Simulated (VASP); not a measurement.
Level of theory: LDA (Ceperley-Alder, Perdew-Zunger), VASP's LDA PAW potentials (set 64) (plane waves; VASP 6.6.1).

The input files of a VASP run:

### INCAR
```
# general
SYSTEM   =  La2O3
PREC     =  Accurate
ENCUT    =  620   # plane-wave cut-off (eV)
LREAL    =  .FALSE.   # projection in real space or not
LASPH    =  .TRUE.

# electronic loop
EDIFF    =  1E-6
NELM     =  100
ALGO     =  Normal   # blocked Davidson
LMAXMIX  =  6

# smearing
ISMEAR   =  0   # Gaussian
SIGMA    =  0.05   # width (eV)

# ions
IBRION   =  2
NSW      =  40   # most ionic steps
ISIF     =  3   # ions, shape and volume
EDIFFG   =  -0.02   # ionic stop

# output
LWAVE    =  .FALSE.
LCHARG   =  .FALSE.
```

KPOINTS:
```
Automatic
0
gamma
7 7 4
```

**POSCAR**
```
La2O3
1
    1.9415979746    -3.3629462528     0.0000000000
    1.9415979746     3.3629462528    -0.0000000000
    0.0000000000    -0.0000000000     5.9474556670
La O
2 3
Direct
  0.3333330000   0.6666670000   0.2438456004
  0.6666670000   0.3333330000   0.7561543996
  0.0000000000   0.0000000000   1.0000000000
  0.3333330000   0.6666670000   0.6464516404
  0.6666670000   0.3333330000   0.3535483596
```

POTCAR, in this order: La O (LDA.64 set). Program: vasp_std.

**Question.** What will the output report for the number of irreducible k-points (NKPTS), largest plane-wave count, number of space-group operations, FFT grid (NGX, NGY, NGZ)?

**Answer.** 
```json
{
 "number of irreducible k-points (NKPTS)": "28",
 "largest_plane_wave_count": "2733",
 "number_of_space_group_operations": "12",
 "FFT grid (NGX, NGY, NGZ)": "32 × 32 × 48"
}
```

The compound is La2O3 in the a-type structure. This run relaxes it. Symmetry was kept, so distortions that lower it aren't found.
